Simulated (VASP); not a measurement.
Method: PBEsol GGA, VASP's PBE PAW potentials (set 64) (plane waves; VASP).

VASP ran on this input.

INCAR:
```
SYSTEM  =  Cs2PdCl4
PREC  =  Accurate; ENCUT  =  300; LREAL  =  .False.
LASPH  =  .True.
EDIFF  =  1E-6; NELM  =  100; ALGO  =  Normal
LMAXMIX  =  4
ISMEAR  =  0; SIGMA  =  0.05
GGA  =  PS
ISIF  =  2
LWAVE  =  .False.; LCHARG  =  .False.
```

KPOINTS:
```
Automatic mesh
0
Gamma
3 3 5
0 0 0
```

File KPOINTS_OPT:
```
k-points along high-symmetry lines
6
Line-mode
Reciprocal
  0.000000   0.000000   0.000000 ! GAMMA
  0.000000   0.500000   0.000000 ! X

  0.000000   0.500000   0.000000 ! X
  0.500000   0.500000   0.000000 ! M

  0.500000   0.500000   0.000000 ! M
  0.000000   0.000000   0.000000 ! GAMMA

  0.000000   0.000000   0.000000 ! GAMMA
  0.000000   0.000000   0.500000 ! Z

  0.000000   0.000000   0.500000 ! Z
  0.000000   0.500000   0.500000 ! R

  0.000000   0.500000   0.500000 ! R
  0.500000   0.500000   0.500000 ! A

  0.500000   0.500000   0.500000 ! A
  0.000000   0.000000   0.500000 ! Z

  0.000000   0.500000   0.000000 ! X
  0.000000   0.500000   0.500000 ! R

  0.500000   0.500000   0.000000 ! M
  0.500000   0.500000   0.500000 ! A
```

**POSCAR**
```
Cs2PdCl4
7.2578430
  1.0000000000   0.0000000000   0.0000000000
  0.0000000000   1.0000000000   0.0000000000
  0.0000000000   0.0000000000   0.6309771374
Cs Pd Cl
2 1 4
Cart
  0.0000000000   0.5000000000   0.3154885687
  0.5000000000   0.0000000000   0.3154885687
  0.0000000000   0.0000000000   0.0000000000
  0.2210000000   0.2210000000   0.0000000000
  0.7790000000   0.2210000000   0.0000000000
  0.7790000000   0.7790000000   0.0000000000
  0.2210000000   0.7790000000   0.0000000000
```

POTCAR, in this order: Cs_sv Pd Cl (PBE.64 set). Program: vasp_std.

Unless said otherwise, spin-orbit coupling is left out, though it shifts the bands of the heavy elements here.

**Question.** Estimate the energy per atom (σ→0), largest force, band gap (over mesh and band path).

**Answer.** 
energy per atom (σ→0): -3.671 eV/atom
band gap (over mesh and band path): 1.84 eV
largest force: 0.00603 Ha/bohr

### OSZICAR
```
...
DAV:  15    -0.256988140610E+02   -0.67444E-06   -0.95565E-07   491   0.650E-03
   1 F= -.25698814E+02 E0= -.25698814E+02  d E =-.936677E-14
       N       E                     dE             ncg
       N       E                     dE             ncg
       N       E                     dE             ncg
       N       E                     dE             ncg
       N       E                     dE             ncg
       N       E                     dE             ncg
```

The structure comes from a measured Cs2PdCl4 entry of the Crystallography Open Database, whose conditions weren't checked. The cell was not relaxed at this level.
